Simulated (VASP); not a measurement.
Computed with optB86b-vdW, VASP's PBE PAW potentials (set 64) (plane waves; VASP).

VASP input:

### POSCAR
```
ZrB2
3.1648720
  0.4999999141  -0.8660254027   0.0000000000
  0.4999999141   0.8660254027   0.0000000000
  0.0000000000   0.0000000000   1.1188741099
Zr B
1 2
Cartesian
  0.0000000000   0.0000000000   1.1188741099
  0.4999999141   0.2886757116   0.5594370550
  0.4999999141  -0.2886757116   0.5594370550
```

File KPOINTS:
```
Automatic
0
G
12 12 10
0 0 0
```

### INCAR
```
SYSTEM = ZrB2
PREC = Accurate; ENCUT = 520; LREAL = .False.
LASPH = .True.
EDIFF = 1E-7; NELM = 100; ALGO = Normal
LMAXMIX = 4
ISMEAR = -5
GGA = MK; LUSE_VDW = .True.; AGGAC = 0.0
PARAM1 = 0.1234; PARAM2 = 1.0
ISIF = 2
LWAVE = .False.; LCHARG = .True.; LORBIT = 11
NEDOS = 601
LEFG = .True.
```

POTCAR, in this order: Zr_sv B (PBE.64 set). Program: vasp_std.

What VASP printed:

OUTCAR:
```
 ion  position               nearest neighbor table
   1  0.000  0.000  0.000-   2 2.54   3 2.54   2 2.54   3 2.54   3 2.54   3 2.54   2 2.54   2 2.54
                             3 2.54   3 2.54   2 2.54   2 2.54
   2  0.333  0.667  0.500-   3 1.83   3 1.83   3 1.83   1 2.54   1 2.54   1 2.54   1 2.54   1 2.54
                             1 2.54
   3  0.667  0.333  0.500-   2 1.83   2 1.83   2 1.83   1 2.54   1 2.54   1 2.54   1 2.54   1 2.54
                             1 2.54
  LATTYP: Found a hexagonal cell.
 ALAT       =     3.1648718612
 C/A-ratio  =     1.1188741590
 Subroutine PRICEL returns:
 Original cell was already a primitive cell.
 Subroutine GETGRP returns: Found 24 space group operations
The static configuration has the point symmetry D_6h.
The dynamic configuration has the point symmetry D_6h.
 Subroutine INISYM returns: Found 24 space group operations
 Subroutine IBZKPT returns following result:
 Found    114 irreducible k-points:

 Following reciprocal coordinates:
            Coordinates               Weight
  0.000000  0.000000  0.000000      1.000000
  0.083333  0.000000  0.000000      6.000000
  0.166667  0.000000  0.000000      6.000000
  0.250000  0.000000  0.000000      6.000000
...
```

**OSZICAR**
```
       N       E                     dE             d eps       ncg     rms          rms(c)
DAV:   1     0.114656379398E+03    0.11466E+03   -0.98808E+03  2964   0.138E+03
DAV:   2    -0.184444068803E+02   -0.13310E+03   -0.12919E+03  3489   0.337E+02
DAV:   3    -0.239331891786E+02   -0.54888E+01   -0.54402E+01  4821   0.598E+01
DAV:   4    -0.240461100500E+02   -0.11292E+00   -0.11288E+00  3684   0.815E+00
DAV:   5    -0.240502516268E+02   -0.41416E-02   -0.41426E-02  4654   0.105E+00    0.217E+01
DAV:   6    -0.214108913811E+02    0.26394E+01   -0.77504E+00  3555   0.196E+01    0.880E+00
DAV:   7    -0.213811909471E+02    0.29700E-01   -0.87905E-01  4583   0.611E+00    0.315E+00
DAV:   8    -0.213848274241E+02   -0.36365E-02   -0.10133E-01  3590   0.300E+00    0.792E-01
DAV:   9    -0.213811084426E+02    0.37190E-02   -0.18545E-02  3748   0.113E+00    0.138E-01
DAV:  10    -0.213811155585E+02   -0.71159E-05   -0.91442E-04  3735   0.282E-01    0.435E-02
DAV:  11    -0.213811229707E+02   -0.74122E-05   -0.31496E-05  3776   0.657E-02    0.152E-02
DAV:  12    -0.213811276985E+02   -0.47278E-05   -0.31662E-06  3810   0.196E-02    0.341E-03
DAV:  13    -0.213811290409E+02   -0.13424E-05   -0.41600E-07  3638   0.578E-03    0.133E-03
DAV:  14    -0.213811287076E+02    0.33328E-06   -0.25748E-08  1902   0.177E-03    0.398E-04
DAV:  15    -0.213811286910E+02    0.16595E-07   -0.34708E-09  1807   0.672E-04
   1 F= -.21381129E+02 E0= -.21381129E+02  d E =0.000000E+00
```

### OUTCAR
```
------------------------ aborting loop because EDIFF is reached ----------------------------------------
  FORCE on cell =-STRESS in cart. coord.  units (eV):
  Direction    XX          YY          ZZ          XY          YZ          ZX
  --------------------------------------------------------------------------------------
  Total        0.0532223      0.0532223     -0.1245192      0.0000000      0.0000000     -0.0000000
  in kB        2.7760289      2.7760298     -6.4948137      0.0000000      0.0000000     -0.0000000
  external PRESSURE =      -0.3142516 kB  Pullay stress =       0.0000000 kB
  volume of cell :       30.72
      direct lattice vectors                 reciprocal lattice vectors
     1.582435728 -2.740859548  0.000000000     0.315968599 -0.182424525  0.000000000
     1.582435728  2.740859548  0.000000000     0.315968599  0.182424525  0.000000000
     0.000000000  0.000000000  3.541093342     0.000000000  0.000000000  0.282398656
 POSITION                                       TOTAL-FORCE (eV/Angst)
 -----------------------------------------------------------------------------------
      0.00000      0.00000      0.00000         0.000000      0.000000     -0.000000
      1.58244      0.91362      1.77055         0.000000      0.000000     -0.000000
      1.58244     -0.91362      1.77055        -0.000000     -0.000000      0.000000
 -----------------------------------------------------------------------------------
    total drift:                                0.000000     -0.000000      0.000000
  FREE ENERGIE OF THE ION-ELECTRON SYSTEM (eV)
  ---------------------------------------------------
  free  energy   TOTEN  =       -21.3811286910 eV

  energy  without entropy=      -21.3811286910  energy(sigma->0) =      -21.38112869

 total charge

# of ion       s       p       d       tot
------------------------------------------
    1        2.168   6.028   1.784   9.980
    2        0.666   1.246   0.000   1.912
    3        0.666   1.246   0.000   1.912
--------------------------------------------------
tot          3.501   8.521   1.784  13.805

 Electric field gradients after diagonalization (V/A^2)
 (convention: |V_zz| > |V_xx| > |V_yy|)
----------------------------------------------------------------------
 ion       V_xx      V_yy      V_zz     asymmetry (V_yy - V_xx)/ V_zz
----------------------------------------------------------------------
   1     -21.421   -21.417    42.838       0.000
   2      -1.044    -1.044     2.087       0.000
   3      -1.044    -1.044     2.087       0.000
```
(Selected blocks of OUTCAR.)

For a metal the tetrahedron method with Blöchl corrections gives inexact stress and forces.

The compound is ZrB2 in the AlB2 type structure. It was relaxed first.
